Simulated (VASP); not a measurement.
OSZICAR of a VASP run on La:

OSZICAR:
```
       N       E                     dE             d eps       ncg     rms          rms(c)
DAV:   1     0.196704166441E+04    0.19670E+04   -0.33262E+04  1360   0.115E+03
DAV:   2     0.828360883292E+03   -0.11387E+04   -0.11147E+04  1640   0.408E+02
DAV:   3     0.999114008234E+02   -0.72845E+03   -0.72293E+03  1912   0.306E+02
DAV:   4    -0.447637491963E+02   -0.14468E+03   -0.14095E+03  2244   0.145E+02
DAV:   5    -0.642189330950E+02   -0.19455E+02   -0.18987E+02  2464   0.655E+01    0.109E+01
DAV:   6    -0.679348350897E+02   -0.37159E+01   -0.24851E+02  2280   0.540E+01    0.488E+01
DAV:   7    -0.596927664834E+02    0.82421E+01   -0.31141E+02  2216   0.928E+01    0.110E+01
DAV:   8    -0.604445781699E+02   -0.75181E+00   -0.75235E+01  2248   0.356E+01    0.654E+00
DAV:   9    -0.606793929275E+02   -0.23481E+00   -0.13294E+01  2320   0.130E+01    0.462E+00
DAV:  10    -0.609951354912E+02   -0.31574E+00   -0.62042E+00  2288   0.861E+00    0.450E+00
DAV:  11    -0.604588307892E+02    0.53630E+00   -0.43007E+00  2296   0.690E+00    0.371E+00
DAV:  12    -0.602453815418E+02    0.21345E+00   -0.13386E+00  2264   0.422E+00    0.308E+00
DAV:  13    -0.600829823251E+02    0.16240E+00   -0.36999E-01  2192   0.226E+00    0.261E+00
DAV:  14    -0.599796097652E+02    0.10337E+00   -0.12733E-01  2248   0.141E+00    0.221E+00
DAV:  15    -0.598501418257E+02    0.12947E+00   -0.98086E-02  1984   0.131E+00    0.171E+00
DAV:  16    -0.597684836942E+02    0.81658E-01   -0.10758E-01  2112   0.113E+00    0.115E+00
DAV:  17    -0.597384081251E+02    0.30076E-01   -0.36017E-02  2184   0.714E-01    0.876E-01
DAV:  18    -0.597134239560E+02    0.24984E-01   -0.37333E-02  2104   0.706E-01    0.547E-01
DAV:  19    -0.597000448448E+02    0.13379E-01   -0.64535E-02  2096   0.871E-01    0.104E-01
DAV:  20    -0.597008184169E+02   -0.77357E-03   -0.10113E-02  2360   0.338E-01    0.788E-02
DAV:  21    -0.597027591183E+02   -0.19407E-02   -0.78246E-03  2000   0.291E-01    0.203E-01
DAV:  22    -0.597024244172E+02    0.33470E-03   -0.20323E-03  2113   0.189E-01    0.142E-01
DAV:  23    -0.597024452613E+02   -0.20844E-04   -0.28578E-04  2336   0.674E-02    0.133E-01
DAV:  24    -0.597023622047E+02    0.83057E-04   -0.28217E-04  2107   0.638E-02    0.101E-01
DAV:  25    -0.597022050824E+02    0.15712E-03   -0.93386E-04  1968   0.992E-02    0.399E-02
DAV:  26    -0.597022748712E+02   -0.69789E-04   -0.35618E-04  2154   0.604E-02    0.716E-03
DAV:  27    -0.597023356262E+02   -0.60755E-04   -0.35822E-05  1872   0.217E-02    0.509E-03
DAV:  28    -0.597023729304E+02   -0.37304E-04   -0.11411E-05  1528   0.128E-02    0.434E-03
DAV:  29    -0.597024393171E+02   -0.66387E-04   -0.25169E-05  1744   0.176E-02    0.899E-03
DAV:  30    -0.597024651607E+02   -0.25844E-04   -0.15028E-05  1712   0.160E-02    0.152E-02
DAV:  31    -0.597024678455E+02   -0.26848E-05   -0.64288E-06  1464   0.126E-02    0.106E-02
DAV:  32    -0.597024784812E+02   -0.10636E-04   -0.10455E-05  1608   0.116E-02    0.398E-03
DAV:  33    -0.597024789859E+02   -0.50478E-06   -0.73425E-07  1000   0.529E-03
   1 F= -.59702479E+02 E0= -.59577658E+02  d E =-.249643E+00
```

Problem. Which electronic solver shows in the log?

Solution. It is blocked Davidson (ALGO = Normal, or the opening steps of other solvers). The INCAR had ALGO = Normal.

Problem. Can the final energy be trusted as converged?

Solution. The calculation finished and met its thresholds. It stopped with EDIFF = 1E-6, NELM = 100 (LDA (Ceperley-Alder, Perdew-Zunger), plane waves, VASP's LDA PAW potentials (set 64)).  The cell holds a wide vacuum, so values per volume refer to the whole cell.

The cell is a sheet with vacuum, built from a database entry that may be metastable or hypothetical.
